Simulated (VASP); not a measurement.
Calculation: PBE GGA, VASP's PBE PAW potentials (set 64) (plane waves; VASP).

Input for VASP

KPOINTS:
```
Regular mesh
0
G
15 15 8
0 0 0
```

File POSCAR:
```
Re
1
    1.4133748530    -2.4480369373     0.0000000000
    1.4133748530     2.4480369373     0.0000000000
    0.0000000000     0.0000000000     4.5735085666
Re
2
Direct
  0.3333330000   0.6666670000   0.2500000000
  0.6666670000   0.3333330000   0.7500000000
```

### INCAR
```
SYSTEM = Re
PREC = Accurate
ENCUT = 520
EDIFF = 1E-7
NELM = 100
ALGO = Normal
LREAL = .FALSE.
LASPH = .TRUE.
ISMEAR = 1
SIGMA = 0.1
GGA = PE
LMAXMIX = 6
LWAVE = .FALSE.
LCHARG = .FALSE.
ISIF = 4
IBRION = 2
NSW = 30
EDIFFG = -0.01
```

POTCAR, in this order: Re (PBE.64 set). Program: vasp_std.

The resulting files:

File OSZICAR:
```
       N       E                     dE             d eps       ncg     rms          rms(c)
DAV:   1     0.286845852915E+02    0.28685E+02   -0.67993E+03  5381   0.154E+03
DAV:   2    -0.195676199216E+02   -0.48252E+02   -0.41315E+02  4678   0.329E+02
DAV:   3    -0.258676762465E+02   -0.63001E+01   -0.51653E+01  5116   0.237E+02
DAV:   4    -0.262695281672E+02   -0.40185E+00   -0.36000E+00  5414   0.307E+01
DAV:   5    -0.262853775619E+02   -0.15849E-01   -0.15060E-01  5255   0.329E+00    0.371E+01
DAV:   6    -0.251040163026E+02    0.11814E+01   -0.13755E+00  5574   0.368E+01    0.135E+01
DAV:   7    -0.247580006541E+02    0.34602E+00   -0.78213E-01  5711   0.267E+01    0.986E-01
DAV:   8    -0.247433688595E+02    0.14632E-01   -0.14827E-02  5917   0.198E+00    0.326E-01
DAV:   9    -0.247425776046E+02    0.79125E-03   -0.73251E-04  5794   0.362E-01    0.366E-02
DAV:  10    -0.247425975438E+02   -0.19939E-04   -0.38559E-05  5219   0.684E-02    0.702E-03
DAV:  11    -0.247425976927E+02   -0.14892E-06   -0.67329E-07  4333   0.209E-02    0.262E-03
DAV:  12    -0.247425968609E+02    0.83174E-06   -0.48021E-08  2728   0.617E-03    0.872E-04
DAV:  13    -0.247425968388E+02    0.22118E-07   -0.24638E-08  2718   0.730E-03
   1 F= -.24742597E+02 E0= -.24742888E+02  d E =-.247426E+02
       N       E                     dE             d eps       ncg     rms          rms(c)
DAV:   1    -0.247427501903E+02   -0.15333E-03   -0.12980E-02  4568   0.418E+00    0.602E-02
DAV:   2    -0.247426431617E+02    0.10703E-03   -0.15652E-04  5595   0.165E-01    0.296E-02
DAV:   3    -0.247426110024E+02    0.32159E-04   -0.73354E-05  5782   0.118E-01    0.518E-03
DAV:   4    -0.247426110231E+02   -0.20691E-07   -0.21398E-06  4829   0.174E-02    0.205E-03
DAV:   5    -0.247426109868E+02    0.36322E-07   -0.15452E-08  2487   0.609E-03
   2 F= -.24742611E+02 E0= -.24742944E+02  d E =-.141480E-04
       N       E                     dE             d eps       ncg     rms          rms(c)
DAV:   1    -0.247426512838E+02   -0.40261E-04   -0.22725E-03  4529   0.175E+00    0.253E-02
DAV:   2    -0.247426324227E+02    0.18861E-04   -0.27295E-05  5560   0.692E-02    0.124E-02
DAV:   3    -0.247426267883E+02    0.56345E-05   -0.12717E-05  5748   0.491E-02    0.219E-03
DAV:   4    -0.247426267916E+02   -0.33538E-08   -0.25297E-07  3375   0.725E-03
   3 F= -.24742627E+02 E0= -.24742942E+02  d E =-.299528E-04
```

File OUTCAR:
```
------------------------ aborting loop because EDIFF is reached ----------------------------------------
  FORCE on cell =-STRESS in cart. coord.  units (eV):
  Direction    XX          YY          ZZ          XY          YZ          ZX
  --------------------------------------------------------------------------------------
  Total       -3.7679221     -3.7679218     -3.7682048      0.0000000     -0.0000000      0.0000000
  in kB     -190.7469833   -190.7469668   -190.7612956      0.0000000     -0.0000000      0.0000000
  external PRESSURE =    -190.7517486 kB  Pullay stress =       0.0000000 kB
  volume of cell :       31.65
      direct lattice vectors                 reciprocal lattice vectors
     1.412848473 -2.447125233  0.000000000     0.353894993 -0.204321378  0.000000000
     1.412848473  2.447125233 -0.000000000     0.353894993  0.204321378 -0.000000000
     0.000000000  0.000000000  4.576917051     0.000000000  0.000000000  0.218487683
 POSITION                                       TOTAL-FORCE (eV/Angst)
 -----------------------------------------------------------------------------------
      1.41285      0.81571      1.14423        -0.000000     -0.000000      0.000000
      1.41285     -0.81571      3.43269         0.000000      0.000000      0.000000
 -----------------------------------------------------------------------------------
    total drift:                               -0.000000      0.000014     -0.000017
  FREE ENERGIE OF THE ION-ELECTRON SYSTEM (eV)
  ---------------------------------------------------
  free  energy   TOTEN  =       -24.7426267916 eV

  energy  without entropy=      -24.7435723360  energy(sigma->0) =      -24.74294197

 reached required accuracy - stopping structural energy minimisation
```
(Selected blocks of OUTCAR.)

File CONTCAR:
```
Re
   1.00000000000000
     1.4128484728445485   -2.4471252327668331    0.0000000000000000
     1.4128484728445485    2.4471252327668331   -0.0000000000000000
     0.0000000000000000    0.0000000000000000    4.5769170509678165
  Re
     2
Direct
     0.3333330000000032    0.6666669999999968    0.2500000000000000
     0.6666669999999968    0.3333330000000032    0.7500000000000000
```

The compound is Re in the hcp structure. This cell is one point of a volume scan, at 1.06 of the reference volume. Symmetry was kept, so distortions that lower it aren't found.
